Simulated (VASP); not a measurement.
Input:

```xyz
2
Lattice="4.1840 0.0000 0.0000 0.0000 4.1840 0.0000 0.0000 0.0000 4.1840" Properties=species:S:1:pos:R:3 pbc="T T T"
Cs     0.0000     0.0000     0.0000
Cl     2.0920     2.0920     2.0920
```

Calculation: r2SCAN meta-GGA, VASP's PBE PAW potentials (set 64) (plane waves; VASP). Settings: 520 eV cut-off, 7×7×7 Γ-centred mesh, Gaussian smearing of 0.050 eV, potentials Cs_sv Cl.

Unless said otherwise, spin-orbit coupling is left out, though it shifts the bands of the heavy elements here.

**Question.** Estimate the energy per atom (σ→0), band gap (on the k-mesh) with the smallest direct gap where there is one.

**Answer.** 
The band gap (on the k-mesh) is 5.84 eV and the smallest direct gap (on the k-mesh) is 5.84 eV. The energy per atom (σ→0) is -17.761 eV/atom.

Total energies compare only between runs with the same potentials, cut-off and functional.

The compound is CsCl in the CsCl type structure. This cell is one point of a volume scan, at 1.03 of the reference volume.
